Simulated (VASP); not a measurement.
# ZnS(110): relaxation, ionisation energy and affinity, part 2 of 3

Where do the bulk band edges lie against the vacuum outside ZnS(110)?

VASP 6.6.1; r2SCAN; plane waves and PAW (Zn, S).

So far, gap on the k-mesh (eV): step 3 (band edges of the bulk) 2.73.

**4. Relaxing the slab**

System of this step: ZnS(110). The cell holds 18 atoms: 9 Zn and 9 S. Its edges and angles: a = 3.803 Å, b = 5.379 Å, c = 31.214 Å, α = 90.0°, β = 90.0°, γ = 90.0°. It derives from ZnS. 9 layers, cut at this functional's lattice. Vacuum lies along c.

All atoms relax at the fixed cell.

Contents of INCAR:

```
SYSTEM = ZnS
PREC = Normal
ENCUT = 320
EDIFF = 1E-05
NELM = 120
ISMEAR = 0
SIGMA = 0.03
LREAL = Auto
ALGO = Normal
METAGGA = R2SCAN
LASPH = .TRUE.
NBANDS = 100
LORBIT = 11
LWAVE = .FALSE.
LCHARG = .FALSE.
KPAR = 2
NCORE = 2
IBRION = 2
NSW = 60
ISIF = 2
EDIFFG = -0.03
POTIM = 0.4
MAXMIX = 40
IDIPOL = 3
LDIPOL = .TRUE.
DIPOL = 0.5 0.5 0.5
```

Contents of POSCAR:

```
ZnS
1.0
    3.8034995573      0.0000000000      0.0000000000
    0.0000000000      5.3789606584      0.0000000000
    0.0000000000      0.0000000000     31.2139982292
Zn S
9 9
Direct
    0.0000000000      0.0000000000      0.2562952700
    0.5000000000      0.5000000000      0.3172214500
    0.0000000000      0.0000000000      0.3781476300
    0.5000000000      0.5000000000      0.4390738200
    0.0000000000      0.0000000000      0.5000000000
    0.5000000000      0.5000000000      0.5609261800
    0.0000000000      0.0000000000      0.6218523700
    0.5000000000      0.5000000000      0.6827785500
    0.0000000000      0.0000000000      0.7437047300
    0.0000000000      0.7500000000      0.3172214500
    0.5000000000      0.2500000000      0.2562952700
    0.0000000000      0.7500000000      0.4390738200
    0.5000000000      0.2500000000      0.3781476300
    0.0000000000      0.7500000000      0.5609261800
    0.5000000000      0.2500000000      0.5000000000
    0.0000000000      0.7500000000      0.6827785500
    0.5000000000      0.2500000000      0.6218523700
    0.5000000000      0.2500000000      0.7437047300
```

Contents of KPOINTS:

```
Automatic mesh
0
Gamma
6 5 1
0 0 0
```

The projector-augmented-wave data sets are Zn and S (PBE family, release 64).

Command:

```sh
> mpirun -np 4 vasp_std
```

Output:

```text
[banner, memory and clock lines left out]
running    4 mpi-ranks, on    1 nodes
[...]
[... a notice as in an earlier step ...]

 LDA part: xc-table for (None), standard interpolation
 POSCAR, INCAR and KPOINTS ok, starting setup
[...]
entering main loop
       N       E                     dE             d eps       ncg     rms          rms(c)
DAV:   1     0.963973442461E+03    0.96397E+03   -0.56242E+04  2464   0.118E+03
DAV:   2    -0.380464255131E+02   -0.10020E+04   -0.95815E+03  2632   0.316E+02
DAV:   3    -0.187382403122E+03   -0.14934E+03   -0.14779E+03  2632   0.131E+02
DAV:   4    -0.195591292444E+03   -0.82089E+01   -0.81578E+01  2784   0.290E+01
[...]
DAV:  17    -0.167281956205E+03   -0.57260E-03   -0.62742E-04  2844   0.258E-01    0.665E-02
DAV:  18    -0.167282234601E+03   -0.27840E-03   -0.24093E-04  2640   0.531E-02    0.574E-02
DAV:  19    -0.167282229263E+03    0.53386E-05   -0.19902E-05  1668   0.479E-02
   1 F= -.16728223E+03 E0= -.16728223E+03  d E =-.167282E+03
[... from here on, the cycles between the ionic steps are left out ...]
   2 F= -.16759716E+03 E0= -.16759716E+03  d E =-.314931E+00
   3 F= -.16785471E+03 E0= -.16785471E+03  d E =-.572478E+00
   4 F= -.16780559E+03 E0= -.16780559E+03  d E =-.523357E+00
   5 F= -.16791246E+03 E0= -.16791246E+03  d E =-.630230E+00
   6 F= -.16808180E+03 E0= -.16808180E+03  d E =-.169338E+00
   7 F= -.16819040E+03 E0= -.16819040E+03  d E =-.277937E+00
   8 F= -.16816628E+03 E0= -.16816628E+03  d E =-.253817E+00
   9 F= -.16822041E+03 E0= -.16822041E+03  d E =-.307954E+00
  10 F= -.16825466E+03 E0= -.16825466E+03  d E =-.342467E-01
  11 F= -.16825489E+03 E0= -.16825489E+03  d E =-.344797E-01
  12 F= -.16826309E+03 E0= -.16826309E+03  d E =-.819187E-02
  13 F= -.16826393E+03 E0= -.16826393E+03  d E =-.903794E-02
  14 F= -.16826889E+03 E0= -.16826889E+03  d E =-.495495E-02
  15 F= -.16827034E+03 E0= -.16827034E+03  d E =-.641287E-02
  16 F= -.16827270E+03 E0= -.16827270E+03  d E =-.235995E-02
  17 F= -.16827282E+03 E0= -.16827282E+03  d E =-.247389E-02
  18 F= -.16827431E+03 E0= -.16827431E+03  d E =-.149114E-02
  19 F= -.16827430E+03 E0= -.16827430E+03  d E =-.148142E-02
[...]
hard stop encountered!  aborting job ...
[...]
|     The electronic self-consistency was not achieved in the given           |
[...]
soft stop encountered!  aborting job ...
  20 F= -.16827529E+03 E0= -.16827529E+03  d E =-.133816E-21
 deleting file STOPCAR
```

The job ended after 40 min (4 MPI ranks of Intel Xeon Platinum 8259CL at 2.50GHz (Skylake/Cascade Lake), shared host; peak memory 1.1 GiB).

Step by step:

```
step  energy less that of the first step (eV)  largest force (eV/Å)
   1                                   0.0000                1.7283
   2                                  -0.3149                1.3128
   3                                  -0.5725                0.7950
   4                                  -0.5234                1.1741
   5                                  -0.6302                0.7191
   6                                  -0.7996                0.5506
   7                                  -0.9082                0.4523
   8                                  -0.8840                0.5330
   9                                  -0.9382                0.3906
  10                                  -0.9724                0.1600
  11                                  -0.9727                0.1583
  12                                  -0.9809                0.1180
  13                                  -0.9817                0.1311
  14                                  -0.9867                0.0586
  15                                  -0.9881                0.0883
  16                                  -0.9905                0.0862
  17                                  -0.9906                0.0912
  18                                  -0.9921                0.0510
  19                                  -0.9921                0.0625
```

The atoms that moved most (Å):

```
atom     dx      dy      dz  length
 Zn9  0.000   0.280  -0.392   0.482
 Zn1  0.000   0.280   0.392   0.482
 S11  0.000   0.009  -0.146   0.146
 S18  0.000   0.009   0.146   0.146
 Zn8  0.000  -0.090   0.100   0.134
 Zn2  0.000  -0.090  -0.100   0.134
 S16  0.000  -0.073  -0.007   0.073
 S10  0.000  -0.073   0.007   0.073
```

The relaxed structure:

```xyz
18
Lattice="3.8035 0.0000 0.0000 0.0000 5.3790 0.0000 0.0000 0.0000 31.2140" Properties=species:S:1:pos:R:3
Zn    0.0000    0.2805    8.3923
Zn    1.9017    2.5999    9.8018
Zn    0.0000   -0.0376   11.8103
Zn    1.9017    2.6634   13.6844
Zn    0.0000   -0.0063   15.6070
Zn    1.9017    2.6634   17.5296
Zn    0.0000   -0.0376   19.4037
Zn    1.9017    2.5999   21.4122
Zn    0.0000    0.2805   22.8217
S     0.0000    3.9612    9.9086
S     1.9017    1.3534    7.8545
S     0.0000    4.0107   13.7099
S     1.9017    1.3136   11.7789
S     0.0000    4.0107   17.5040
S     1.9017    1.3348   15.6070
S     0.0000    3.9612   21.3054
S     1.9017    1.3136   19.4351
S     1.9017    1.3534   23.3595
```

The stop cut the electronic loop of the last step short, so that step is set aside; the step before it may be unsound too where the loop had begun to diverge.

The run met its time limit with a largest force of 0.06 eV/Å at its last finished step, short of the threshold. The session accepts it under a looser, picked bar, without proof that a minimum is near.

**5. Potential and states of the slab**

A static run writes the electrostatic potential without exchange and correlation (LVHAR), which is flat in the vacuum and gives the level to count from. The dipole correction cancels the field that unlike faces would set up across the vacuum.

Contents of INCAR:

```
SYSTEM = ZnS
PREC = Normal
ENCUT = 320
EDIFF = 1E-06
NELM = 120
ISMEAR = 0
SIGMA = 0.03
LREAL = Auto
ALGO = Normal
METAGGA = R2SCAN
LASPH = .TRUE.
NBANDS = 100
LORBIT = 11
LWAVE = .FALSE.
LCHARG = .TRUE.
KPAR = 2
IDIPOL = 3
LDIPOL = .TRUE.
DIPOL = 0.5 0.5 0.5
LVHAR = .TRUE.
LVACPOTAV = .TRUE.
NEDOS = 1500
```

Contents of POSCAR:

```
ZnS
1.0
    3.8034995573      0.0000000000      0.0000000000
    0.0000000000      5.3789606584      0.0000000000
    0.0000000000      0.0000000000     31.2139982292
Zn S
9 9
Direct
    0.0000000000      0.0521458763      0.2688632556
    0.5000000000      0.4833393192      0.3140180522
    0.0000000000      0.9930116892      0.3783660046
    0.5000000000      0.4951439523      0.4384052395
    0.0000000000      0.9988220143      0.5000000000
    0.5000000000      0.4951439523      0.5615947605
    0.0000000000      0.9930116892      0.6216339954
    0.5000000000      0.4833393192      0.6859819478
    0.0000000000      0.0521458763      0.7311367444
    0.0000000000      0.7364286179      0.3174417781
    0.5000000000      0.2516006010      0.2516328202
    0.0000000000      0.7456218130      0.4392242888
    0.5000000000      0.2442184590      0.3773593328
    0.0000000000      0.7456218130      0.5607757112
    0.5000000000      0.2481573299      0.5000000000
    0.0000000000      0.7364286179      0.6825582219
    0.5000000000      0.2442184590      0.6226406672
    0.5000000000      0.2516006010      0.7483671798
```

KPOINTS is that of step 4.

Contents of KPOINTS_OPT:

```
Line mode
14
Line-mode
Reciprocal
  0.00000000   0.00000000   0.00000000 GAMMA
  0.50000000   0.00000000   0.00000000 X

  0.50000000   0.00000000   0.00000000 X
  0.50000000   0.50000000   0.00000000 S

  0.50000000   0.50000000   0.00000000 S
  0.00000000   0.50000000   0.00000000 Y

  0.00000000   0.50000000   0.00000000 Y
  0.00000000   0.00000000   0.00000000 GAMMA

  0.00000000   0.00000000   0.00000000 GAMMA
  0.50000000   0.50000000   0.00000000 S
```

Command:

```sh
> mpirun -np 4 vasp_std
```

Output:

```text
[banner, memory and clock lines left out]
running    4 mpi-ranks, on    1 nodes
 distrk:  each k-point on    2 cores,    2 groups
 distr:  one band on    1 cores,    2 groups

 POSCAR found type information on POSCAR ZnS
 POSCAR found :  2 types and      18 ions
 [... a notice as in an earlier step ...]

 LDA part: xc-table for (None), standard interpolation
 POSCAR, INCAR and KPOINTS ok, starting setup
 FFT: planning ... GRIDC
 FFT: planning ... GRID_SOFT
 FFT: planning ... GRID
 WAVECAR not read
 entering main loop
       N       E                     dE             d eps       ncg     rms          rms(c)
DAV:   1     0.968722408766E+03    0.96872E+03   -0.56348E+04  2464   0.118E+03
DAV:   2    -0.369799745413E+02   -0.10057E+04   -0.95717E+03  2648   0.317E+02
DAV:   3    -0.187822993806E+03   -0.15084E+03   -0.14931E+03  2648   0.132E+02
DAV:   4    -0.196098987852E+03   -0.82760E+01   -0.82271E+01  2768   0.293E+01
DAV:   5    -0.196365175538E+03   -0.26619E+00   -0.26588E+00  2888   0.497E+00    0.224E+01
DAV:   6    -0.168235514051E+03    0.28130E+02   -0.16760E+01  2960   0.527E+01    0.197E+01
DAV:   7    -0.168125324904E+03    0.11019E+00   -0.91996E+00  2824   0.158E+01    0.101E+01
DAV:   8    -0.168374045707E+03   -0.24872E+00   -0.55591E-01  2696   0.453E+00    0.323E+00
DAV:   9    -0.168271003719E+03    0.10304E+00   -0.40157E-01  2932   0.641E+00    0.988E-01
DAV:  10    -0.168270611046E+03    0.39267E-03   -0.60074E-02  2920   0.260E+00    0.484E-01
DAV:  11    -0.168271423342E+03   -0.81230E-03   -0.10186E-02  2824   0.608E-01    0.468E-01
DAV:  12    -0.168272146092E+03   -0.72275E-03   -0.40757E-03  2968   0.833E-01    0.398E-01
DAV:  13    -0.168274240741E+03   -0.20946E-02   -0.79028E-03  3040   0.838E-01    0.322E-01
DAV:  14    -0.168274220894E+03    0.19847E-04   -0.33836E-03  2792   0.487E-01    0.153E-01
DAV:  15    -0.168274196107E+03    0.24787E-04   -0.24005E-04  2784   0.933E-02    0.121E-01
DAV:  16    -0.168274215362E+03   -0.19255E-04   -0.55913E-05  3072   0.845E-02    0.107E-01
DAV:  17    -0.168274237203E+03   -0.21842E-04   -0.31926E-04  2856   0.202E-01    0.453E-02
DAV:  18    -0.168274280341E+03   -0.43138E-04   -0.16501E-04  3240   0.671E-02    0.202E-02
DAV:  19    -0.168274288349E+03   -0.80082E-05   -0.27547E-05  2504   0.240E-02    0.252E-02
DAV:  20    -0.168274284314E+03    0.40349E-05   -0.23434E-06  1720   0.145E-02    0.304E-02
DAV:  21    -0.168274275652E+03    0.86625E-05   -0.11432E-05  2188   0.229E-02    0.361E-02
DAV:  22    -0.168274282245E+03   -0.65927E-05   -0.44027E-06  2208   0.244E-02    0.318E-02
DAV:  23    -0.168274269865E+03    0.12379E-04   -0.19794E-06  1716   0.139E-02    0.311E-02
DAV:  24    -0.168274274370E+03   -0.45043E-05   -0.65546E-07  1816   0.450E-03    0.297E-02
DAV:  25    -0.168274272062E+03    0.23079E-05   -0.84083E-08  1520   0.157E-03    0.293E-02
DAV:  26    -0.168274276614E+03   -0.45525E-05   -0.64484E-08  1480   0.126E-03    0.292E-02
DAV:  27    -0.168274271627E+03    0.49869E-05   -0.48040E-08  1480   0.108E-03    0.295E-02
DAV:  28    -0.168274271382E+03    0.24547E-06   -0.10510E-06  1640   0.120E-02
|                                                                             |
|           W    W    AA    RRRRR   N    N  II  N    N   GGGG   !!!           |
|           W    W   A  A   R    R  NN   N  II  NN   N  G    G  !!!           |
|           W    W  A    A  R    R  N N  N  II  N N  N  G       !!!           |
|           W WW W  AAAAAA  RRRRR   N  N N  II  N  N N  G  GGG   !            |
|           WW  WW  A    A  R   R   N   NN  II  N   NN  G    G                |
|           W    W  A    A  R    R  N    N  II  N    N   GGGG   !!!           |
|                                                                             |
|     Did not find any points to average over, which means that no vacuum     |
|     field-free region was found. Please increase the size of  your cell     |
|     in the dimension of the dipole correction to obtain accurate            |
|     workfunction values.                                                    |
|                                                                             |

   1 F= -.16827427E+03 E0= -.16827427E+03  d E =-.644326E-11
 Start KPOINTS_OPT (optional k-point list driver)
k-point batch [1-12\70]
       N       E                     dE             ncg
DAV:   1    -0.453718677843E+03   -0.16730E+05     2464
DAV:   2    -0.125287288887E+05   -0.12075E+05     2616
DAV:   3    -0.142573454684E+05   -0.17286E+04     2620
DAV:   4    -0.143430932598E+05   -0.85748E+02     2760
DAV:   5    -0.143457832693E+05   -0.26900E+01     3072
DAV:   6    -0.143458823213E+05   -0.99052E-01     2764
DAV:   7    -0.143458880993E+05   -0.57780E-02     3264
DAV:   8    -0.143458883181E+05   -0.21883E-03     2544
DAV:   9    -0.143458883308E+05   -0.12682E-04     2360
DAV:  10    -0.143458883313E+05   -0.48203E-06     1808
[...]
k-point batch [61-70\70]
       N       E                     dE             ncg
DAV:   1     0.473735616765E+02   -0.28983E+05     2064
DAV:   2    -0.996522479932E+04   -0.10013E+05     2168
DAV:   3    -0.113511704288E+05   -0.13859E+04     2204
DAV:   4    -0.114177826782E+05   -0.66612E+02     2344
DAV:   5    -0.114198374034E+05   -0.20547E+01     2528
DAV:   6    -0.114199190210E+05   -0.81618E-01     2376
DAV:   7    -0.114199234338E+05   -0.44128E-02     2616
DAV:   8    -0.114199236599E+05   -0.22619E-03     2176
DAV:   9    -0.114199236730E+05   -0.13076E-04     2008
DAV:  10    -0.114199236735E+05   -0.43734E-06     1528
```

Wall time 14 min (4 MPI ranks); peak memory 1.5 GiB; 54 min of CPU time.

From OUTCAR (step 5):

```text
  LATTYP: Found a simple orthorhombic cell.
 ALAT       =     3.8034995573
 B/A-ratio  =     1.4142135624
 C/A-ratio  =     8.2066522577

 Subroutine GETGRP returns: Found  4 space group operations
 (whereof  4 operations were pure point group operations)

The static configuration has the point symmetry C_2v.

 Found     12 irreducible k-points:

   k-points           NKPTS =     12   k-points in BZ     NKDIM =     12   number of bands    NBANDS=    100

   dimension x,y,z NGX =    18 NGY =   24 NGZ =  140
   dimension x,y,z NGXF=    36 NGYF=   48 NGZF=  280

   ENCUT  =  320.0 eV  23.52 Ry    4.85 a.u.   5.55  7.85 45.53*2*pi/ulx,y,z

   NELECT =     162.0000    total number of electrons

 dipolmoment           0.000000      0.000000      0.000000 electrons x Angstroem

 E-fermi :  -1.6345

 k-point     1 :       0.0000    0.0000    0.0000
  band No.  band energies     occupation
    ...
     77      -1.9650      2.00000
     78      -1.9326      2.00000
     79      -1.8651      2.00000
     80      -1.8056      2.00000
     81      -1.7628      2.00000
     82       1.0814      0.00000
     83       1.5623      0.00000
     84       2.0236      0.00000
     85       2.2495      0.00000
     86       2.3607      0.00000
    ...

 k-point     2 :       0.1667    0.0000    0.0000
  band No.  band energies     occupation
    ...
     77      -2.6671      2.00000
     78      -2.4588      2.00000
     79      -2.3938      2.00000
     80      -2.1789      2.00000
     81      -2.0296      2.00000
     82       1.9517      0.00000
     83       2.2833      0.00000
     84       2.4140      0.00000
     85       2.7437      0.00000
     86       2.8897      0.00000
    ...

  Total       -0.9494520     -0.1298377      0.1739924      0.0000000      0.0000000      0.0000000
  in kB       -2.3820586     -0.3257468      0.4365255      0.0000000      0.0000000      0.0000000
  external PRESSURE =      -0.7570933 kB  Pullay stress =       0.0000000 kB

  energy-cutoff  :      320.00
  volume of cell :      638.60
      direct lattice vectors                 reciprocal lattice vectors
     3.803499557  0.000000000  0.000000000     0.262915766  0.000000000  0.000000000
     0.000000000  5.378960658  0.000000000     0.000000000  0.185909521  0.000000000
     0.000000000  0.000000000 31.213998229     0.000000000  0.000000000  0.032036908

 POSITION                                       TOTAL-FORCE (eV/Angst)
 -----------------------------------------------------------------------------------
      0.00000      0.28049      8.39230         0.000000      0.002642      0.052269
      1.90175      2.59986      9.80176         0.000000      0.001719      0.060394
      0.00000      5.34137     11.81032         0.000000      0.006530      0.027390
      1.90175      2.66336     13.68438         0.000000     -0.001254      0.021873
      0.00000      5.37262     15.60700         0.000000     -0.018260      0.000000
      1.90175      2.66336     17.52962        -0.000000     -0.001254     -0.021873
      0.00000      5.34137     19.40368         0.000000      0.006530     -0.027390
      1.90175      2.59986     21.41224        -0.000000      0.001719     -0.060394
      0.00000      0.28049     22.82170         0.000000      0.002642     -0.052269
      0.00000      3.96122      9.90863         0.000000      0.006511      0.001986
      1.90175      1.35335      7.85447         0.000000      0.009624     -0.041231
      0.00000      4.01067     13.70995        -0.000000     -0.010956      0.007387
      1.90175      1.31364     11.77889        -0.000000      0.005019     -0.000877
      0.00000      4.01067     17.50405        -0.000000     -0.010956     -0.007387
      1.90175      1.33483     15.60700         0.000000     -0.021410      0.000000
      0.00000      3.96122     21.30537         0.000000      0.006511     -0.001986
      1.90175      1.31364     19.43510        -0.000000      0.005019      0.000877
      1.90175      1.35335     23.35953         0.000000      0.009624      0.041231
 -----------------------------------------------------------------------------------
    total drift:                                0.000000      0.006800     -0.000177

  FREE ENERGIE OF THE ION-ELECTRON SYSTEM (eV)
  ---------------------------------------------------
  free  energy   TOTEN  =      -168.2742713817 eV

  energy  without entropy=     -168.2742713816  energy(sigma->0) =     -168.27427138

 vacuum level on the upper side and lower side of the slab         4.498         4.498

 total charge
# of ion       s       p       d       tot
------------------------------------------
    1        0.552   0.457   9.799  10.808
    2        0.504   0.481   9.809  10.794
    3        0.504   0.484   9.809  10.798
    4        0.503   0.482   9.809  10.795
    5        0.504   0.485   9.810  10.799
    6        0.503   0.482   9.809  10.795
    7        0.504   0.484   9.809  10.798
    8        0.504   0.481   9.809  10.794
    9        0.552   0.457   9.799  10.808
   10        1.304   2.468   0.000   3.772
   11        1.317   2.428   0.000   3.746
   12        1.303   2.471   0.000   3.773
   13        1.303   2.465   0.000   3.769
   14        1.303   2.471   0.000   3.773
   15        1.303   2.469   0.000   3.772
   16        1.304   2.468   0.000   3.772
   17        1.303   2.465   0.000   3.769
   18        1.317   2.428   0.000   3.746
--------------------------------------------------
tot         16.388  26.428  88.262 131.078

[... 7 further parts left out ...]
```

This step gave:

```
electronic cycles                                 : 28
electrons                                         : 162
free energy (TOTEN)                               : -168.2743 eV
Fermi energy                                      : -1.635 eV
least gap on mesh and path                        : 2.844 eV
least direct gap on mesh and path                 : 2.844 eV
dipole moment                                     : 0, 0, 0 e·Å
vacuum levels                                     : 4.498, 4.498 eV
ionisation potentials of the upper and lower face : 6.261, 6.261 eV
electron affinities of the upper and lower face   : 3.417, 3.417 eV
```

[end of part 2 of 3]

[Lines on the potential files, build, host, timing and source positions are cut from VASP's logs without a mark.]

[Logs are printed without paths, hosts, clocks, repeated set-up lines and the standing remarks that a program may print on its own settings, such as how far it seeks lower states.]

[Hosts, paths, dates, database ids (printed as entryN), source tags and the programs' standing remarks are cut or masked in the printed files.]

[Runs that stopped without an error message from VASP are left out.]
